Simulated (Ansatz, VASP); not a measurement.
One calculation of Li6Ru, two programs

INCAR

```
SYSTEM = Li6Ru
ALGO = Normal ; EDIFF = 1E-6
EDIFFG = -0.01 ; ENCUT = 600
GGA = PE ; IBRION = 2
ISIF = 3 ; ISMEAR = 0
LASPH = .TRUE. ; LCHARG = .FALSE.
LREAL = .FALSE. ; LWAVE = .FALSE.
NELM = 100 ; NSW = 100
PREC = Accurate ; SIGMA = 0.1
```

KPOINTS

```
k-points
0
G
  8 8 8
  0 0 0
```

File POSCAR:

```
Li6Ru
1.0
    0.0000000000      3.8783729355      3.8783729355
    3.8783729355      0.0000000000      3.8783729355
    3.8783729355      3.8783729355      0.0000000000
Li Ru
6 1
Direct
    0.5000000000      0.5000000000      0.0000000000
    0.5000000000      0.0000000000      0.5000000000
    0.0000000000      0.0000000000      0.5000000000
    0.0000000000      0.5000000000      0.0000000000
    0.0000000000      0.5000000000      0.5000000000
    0.5000000000      0.0000000000      0.0000000000
    0.0000000000      0.0000000000      0.0000000000
```

Input for Ansatz:

```yaml
crystal:
  lattice:
    - [0.0, 3.8783729355, 3.8783729355]
    - [3.8783729355, 0.0, 3.8783729355]
    - [3.8783729355, 3.8783729355, 0.0]
  atoms:
    - { symbol: Li, position: [0.5, 0.5, 0.0] }
    - { symbol: Li, position: [0.5, 0.0, 0.5] }
    - { symbol: Li, position: [0.0, 0.0, 0.5] }
    - { symbol: Li, position: [0.0, 0.5, 0.0] }
    - { symbol: Li, position: [0.0, 0.5, 0.5] }
    - { symbol: Li, position: [0.5, 0.0, 0.0] }
    - { symbol: Ru, position: [0.0, 0.0, 0.0] }
basis:
  ecutwfc: 420
kpoints:
  mp_grid: { grid: [8, 8, 8] }
hamiltonian:
  xc: pbe
scf:
  occupations: { method: gaussian, width: 0.1 }
output:
  forces: true
  stress: true
  eigenvalues: true
relax:
  adjacent_minimum: "off"
  f_tol: 0.01
  max_steps: 80
  cell: { stress_tol: 0.05 }
```

Change from the starting cell: species swapped into the Zn6Mo type (Fm-3m, No. 225).

Alike in both runs: task relaxation of cell and atoms; functional PBE; k mesh 8 × 8 × 8; occupations gaussian, width 0.1 eV; no spin polarisation.

```csv
,VASP,Ansatz
version,VASP 6.6.1,Ansatz 0.2.0
potentials or method,"VASP PAW PBE potentials, release 64 (Li_sv, Ru_pv)","scalar-relativistic, plane waves, PAW"
plane-wave cutoff (eV),600,420
valence electrons in the cell,32,34
```

VASP gave:

* gap on the k mesh at the Fermi level, each at its own relaxed structure (eV): none
* relaxed volume (Å³/atom): 16.67
* relaxed cell length with the largest relative difference (Å): 5.485

Task: What did Ansatz give for the same quantities?

Result: gap on the k mesh at the Fermi level, each at its own relaxed structure (eV): none; relaxed volume (Å³/atom): 16.71; relaxed cell length with the largest relative difference (Å): 5.489.

A gap of «none» marks a metal or a gap that the smearing closes. The two sets of potentials don't hold the same shells in valence.

Caveats: the cutoff is under 1.25 times the usual one of these potentials, so pressure, stress and relaxed cells hold a basis-set (Pulay) error (VASP); the relaxation stopped at its first step, so nothing moved.
